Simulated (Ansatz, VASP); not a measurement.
**One calculation of BaGeP4, two programs**

```xyz
6
Lattice="0.0000 4.0233 4.0233 4.0233 0.0000 4.0233 4.0233 4.0233 0.0000" Properties=species:S:1:pos:R:3 pbc="T T T"
Ba    0.0000    0.0000    0.0000
Ge    2.0116    2.0116    2.0116
P     3.0252    5.0213    3.0252
P     3.0252    3.0252    5.0213
P     5.0213    5.0213    5.0213
P     5.0213    3.0252    3.0252
```

Change from the starting cell: species swapped into the TbNi4Au type (F-43m, No. 216).

Alike in both runs: task single point; functional PBE; k mesh 4 × 4 × 4; occupations gaussian, width 0.1 eV; no spin polarisation.

```csv
,VASP,Ansatz
version,VASP 6.6.1,Ansatz 0.2.0
potentials or method,"VASP PAW PBE potentials, release 64 (Ba_sv, Ge_d, P)","scalar-relativistic, plane waves, PAW"
plane-wave cutoff (eV),520,420
valence electrons in the cell,44,44
```

```csv
,VASP,Ansatz,Ansatz less VASP
gap on the k mesh at the Fermi level (eV),none,none,-
pressure (GPa),-4.8,-5.3,-0.43
rms of the force components (eV/Å),0.189,0.184,-0.0052
```

Atom by atom the forces differ by 0.005 eV/Å (rms over components). A gap of «none» marks a metal or a gap that the smearing closes.

The runs have no spin-orbit coupling, so splittings on Ba are missing.
